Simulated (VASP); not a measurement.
Computed with vdW-DF2, VASP's PBE PAW potentials (set 64) (plane waves; VASP).

VASP ran on this input.

KPOINTS:
```
Automatic mesh
0
Gamma
17 17 17
0 0 0
```

### INCAR
```
ISPIN  =  2   # spin-polarised
NELM  =  100   # most electronic steps
LUSE_VDW  =  .TRUE.
LCHARG  =  .FALSE.
ALGO  =  Normal   # blocked Davidson
ISIF  =  2   # forces and stress, cell fixed
LREAL  =  .FALSE.
ENCUT  =  520
SYSTEM  =  Ni
AGGAC  =  0.0
ZAB_VDW  =  -1.8867
LASPH  =  .TRUE.   # aspherical one-centre terms
ISMEAR  =  1
LMAXMIX  =  4   # l cut-off of mixed one-centre charges
MAGMOM  =  0.6
GGA  =  ML
PREC  =  Accurate
EDIFF  =  1E-7
LORBIT  =  10
SIGMA  =  0.1   # width (eV)
LWAVE  =  .FALSE.
```

### POSCAR
```
Ni
3.6425710
  0.0000000000   0.4999999550   0.4999999550
  0.4999999550   0.0000000000   0.4999999550
  0.4999999550   0.4999999550   0.0000000000
Ni
1
direct
  0.0000000000   0.0000000000   0.0000000000
```

POTCAR, in this order: Ni (PBE.64 set). Program: vasp_std.

What VASP printed:

### OUTCAR
```
 ion  position               nearest neighbor table
   1  0.000  0.000  0.000-
  LATTYP: Found a face centered cubic cell.
 ALAT       =     3.6425706720
 Subroutine PRICEL returns:
 Original cell was already a primitive cell.
 Subroutine GETGRP returns: Found 48 space group operations
The static configuration has the point symmetry O_h .
The dynamic configuration has the point symmetry O_h .
The overall configuration has the point symmetry O_h .
 Subroutine INISYM returns: Found 48 space group operations
 Subroutine IBZKPT returns following result:
 Found    165 irreducible k-points:

 Following reciprocal coordinates:
            Coordinates               Weight
  0.000000  0.000000  0.000000      1.000000
  0.058824  0.000000  0.000000      8.000000
  0.117647  0.000000  0.000000      8.000000
  0.176471  0.000000  0.000000      8.000000
  0.235294  0.000000  0.000000      8.000000
  0.294118  0.000000  0.000000      8.000000
  0.352941  0.000000  0.000000      8.000000
  0.411765  0.000000  0.000000      8.000000
  0.470588  0.000000  0.000000      8.000000
  0.058824  0.058824  0.000000      6.000000
  0.117647  0.058824  0.000000     24.000000
  0.176471  0.058824  0.000000     24.000000
  0.235294  0.058824  0.000000     24.000000
  0.294118  0.058824  0.000000     24.000000
  0.352941  0.058824  0.000000     24.000000
  0.411765  0.058824  0.000000     24.000000
  0.470588  0.058824  0.000000     24.000000
 -0.470588  0.058824  0.000000     24.000000
 -0.411765  0.058824  0.000000     24.000000
 -0.352941  0.058824  0.000000     24.000000
 -0.294118  0.058824  0.000000     24.000000
 -0.235294  0.058824  0.000000     24.000000
 -0.176471  0.058824  0.000000     24.000000
 -0.117647  0.058824  0.000000     24.000000
...
```

OSZICAR:
```
       N       E                     dE             d eps       ncg     rms          rms(c)
DAV:   1     0.273005319636E+02    0.27301E+02   -0.48102E+03  6044   0.139E+03
DAV:   2    -0.241426908249E+01   -0.29715E+02   -0.28878E+02  5961   0.164E+02
DAV:   3    -0.288309233479E+01   -0.46882E+00   -0.46660E+00  6897   0.280E+01
DAV:   4    -0.288795785608E+01   -0.48655E-02   -0.48650E-02  7055   0.250E+00
DAV:   5    -0.288808259353E+01   -0.12474E-03   -0.12474E-03  6949   0.335E-01    0.830E+00
DAV:   6    -0.249543282858E+01    0.39265E+00   -0.15568E+01  6242   0.624E+01    0.609E+00
DAV:   7    -0.212338840561E+01    0.37204E+00   -0.31188E+00  6262   0.263E+01    0.150E+00
DAV:   8    -0.211392974602E+01    0.94587E-02   -0.13952E-02  7534   0.140E+00    0.776E-01
DAV:   9    -0.211173733682E+01    0.21924E-02   -0.21284E-03  7570   0.521E-01    0.222E-01
DAV:  10    -0.211137647320E+01    0.36086E-03   -0.87511E-04  6712   0.319E-01    0.428E-02
DAV:  11    -0.211140264814E+01   -0.26175E-04   -0.34754E-05  6390   0.721E-02    0.374E-02
DAV:  12    -0.211140469723E+01   -0.20491E-05   -0.36984E-06  6376   0.254E-02    0.949E-03
DAV:  13    -0.211140515557E+01   -0.45834E-06   -0.20410E-06  6206   0.159E-02    0.454E-03
DAV:  14    -0.211140508294E+01    0.72631E-07   -0.88752E-08  4248   0.420E-03
   1 F= -.21114051E+01 E0= -.21113665E+01  d E =-.115624E-03  mag=     0.6468
```

### OUTCAR
```
------------------------ aborting loop because EDIFF is reached ----------------------------------------
  FORCE on cell =-STRESS in cart. coord.  units (eV):
  Direction    XX          YY          ZZ          XY          YZ          ZX
  --------------------------------------------------------------------------------------
  Total       -0.2863092     -0.2863092     -0.2863092      0.0000000      0.0000000      0.0000000
  in kB      -37.9648764    -37.9648764    -37.9648764      0.0000000      0.0000000      0.0000000
  external PRESSURE =     -37.9648764 kB  Pullay stress =       0.0000000 kB
  volume of cell :       12.08
      direct lattice vectors                 reciprocal lattice vectors
     0.000000000  1.821285336  1.821285336    -0.274531393  0.274531393  0.274531393
     1.821285336  0.000000000  1.821285336     0.274531393 -0.274531393  0.274531393
     1.821285336  1.821285336  0.000000000     0.274531393  0.274531393 -0.274531393
 POSITION                                       TOTAL-FORCE (eV/Angst)
 -----------------------------------------------------------------------------------
      0.00000      0.00000      0.00000         0.000000      0.000000      0.000000
 -----------------------------------------------------------------------------------
    total drift:                               -0.000000     -0.000000     -0.000000
  FREE ENERGIE OF THE ION-ELECTRON SYSTEM (eV)
  ---------------------------------------------------
  free  energy   TOTEN  =        -2.1114050829 eV

  energy  without entropy=       -2.1112894592  energy(sigma->0) =       -2.11136654

 total charge

# of ion       s       p       d       tot
------------------------------------------
    1        0.462   0.396   8.343   9.201

 magnetization (x)

# of ion       s       p       d       tot
------------------------------------------
    1       -0.005  -0.022   0.694   0.668
```
(Selected blocks of OUTCAR.)

The compound is Ni in the fcc structure. This cell is one point of a volume scan, at 1.03 of the reference volume.
